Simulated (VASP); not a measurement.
Here is the system:

```
CELL_PARAMETERS angstrom
      0.00000     2.94745     2.94745
      2.94745     0.00000     2.94745
      2.94745     2.94745     0.00000
ATOMIC_POSITIONS crystal
  Pb 0.00000 0.00000 0.00000
  F  0.25000 0.25000 0.25000
  F  0.75000 0.75000 0.75000
```

All values below come from PBEsol GGA, VASP's PBE PAW potentials (set 64) (plane waves; VASP 6.6.1). Numerical set-up: 650 eV cut-off, 6×6×6 Γ-centred mesh, Gaussian smearing of 0.050 eV, potentials Pb_d F.

**Question.** Give the elastic stiffness tensor with the ions relaxed (GPa, in the frame of the cell).

**Answer.** 
```csv
,xx,yy,zz,yz,xz,xy
xx,113,58.7,58.7,0.0,0.0,0.0
yy,58.7,113,58.7,0.0,0.0,0.0
zz,58.7,58.7,113,0.0,0.0,0.0
yz,0.0,0.0,0.0,22.6,0.0,0.0
xz,0.0,0.0,0.0,0.0,22.6,0.0
xy,0.0,0.0,0.0,0.0,0.0,22.6
```

**Question.** What does the run give for the Hill bulk modulus, Hill shear modulus, Young's modulus, Poisson's ratio?

**Answer.** 
* **Hill bulk modulus**: 76.8 GPa
* **Hill shear modulus**: 243 kbar
* **Young's modulus**: 66.0 GPa
* **Poisson's ratio**: 0.357

Measured: C11 96.1 GPa (computed value off by +17.6 %), C44 20.8 GPa (computed value off by +8.6 %), as given by Jamieson, Manghnani, Matsui, Ming, J. Geophys. Res. 91, 4643 (1986). The calculation is for a static lattice, while the measured C11, C44 hold thermal and zero-point effects, which are part of the difference.

The compound is PbF2 in the fluorite structure, the β form. It was relaxed first.
